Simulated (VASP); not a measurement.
Energy against volume of YN (rock salt). All values below come from optB88-vdW, VASP's PBE PAW potentials (set 64) (plane waves; VASP 6.6.1).

```csv
V (Å³/atom),E (eV/atom)
13.787,-7.31573
14.227,-7.33896
14.667,-7.34623
15.107,-7.33983
15.547,-7.32175
```

**Question.** Fit a third-order Birch-Murnaghan equation of state.

**Answer.** 
```json
{
  "volume_per_atom": "14.67 Å^3/atom",
  "bulk_modulus": "165 GPa",
  "pressure_derivative_of_the_bulk_modulus": "4.18",
  "lattice_constant_a": "4.896 Å"
}
```

Measured: a 4.877 Å (computed value off by +0.4 %), as given by G. Soto et al., Computational Materials Science (2007), arXiv:cond-mat/0703568. The calculation is for a static lattice, while the measured a holds thermal and zero-point effects, which are part of the difference.

The compound is YN in the rock salt structure. It was relaxed first.
